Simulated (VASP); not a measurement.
```
Tl
1.0
   -3.05462     3.05462     1.61265
    3.05462    -3.05462     1.61265
    3.05462     3.05462    -1.61265
Tl
2
Direct
  0.75000   0.25000   0.50000
  0.00000   0.00000   0.00000
```

Calculation: PBEsol GGA, VASP's PBE PAW potentials (set 64) (plane waves; VASP). Settings: 400 eV cut-off, Gaussian smearing of 0.050 eV, potentials Tl_d.

Question: Give the energies of bands 11 to 16 at the high-symmetry points, in eV from the Fermi level.

Answer: 
```json
[
 {"band": "11", "Γ": "-10.04", "X": "-7.81", "M": "-6.34", "Z": "-5.37", "P": "-4.75", "N": "-5.56"},
 {"band": "12", "Γ": "-3.09", "X": "-7.81", "M": "-6.34", "Z": "-4.54", "P": "-4.75", "N": "-4.09"},
 {"band": "13", "Γ": "-0.39", "X": "2.50", "M": "-3.23", "Z": "-1.08", "P": "-1.78", "N": "-1.07"},
 {"band": "14", "Γ": "-0.39", "X": "2.50", "M": "-3.23", "Z": "-1.04", "P": "-1.78", "N": "-0.03"},
 {"band": "15", "Γ": "4.81", "X": "2.73", "M": "7.39", "Z": "-1.04", "P": "5.28", "N": "0.82"},
 {"band": "16", "Γ": "7.50", "X": "2.73", "M": "7.39", "Z": "4.50", "P": "5.28", "N": "4.33"}
]
```

It has no gap at this level: it comes out as a metal or semimetal.

The structure was generated: Tl was put into the beta-Sn type (I4_1/amd), which need not be its known phase. It was relaxed first.
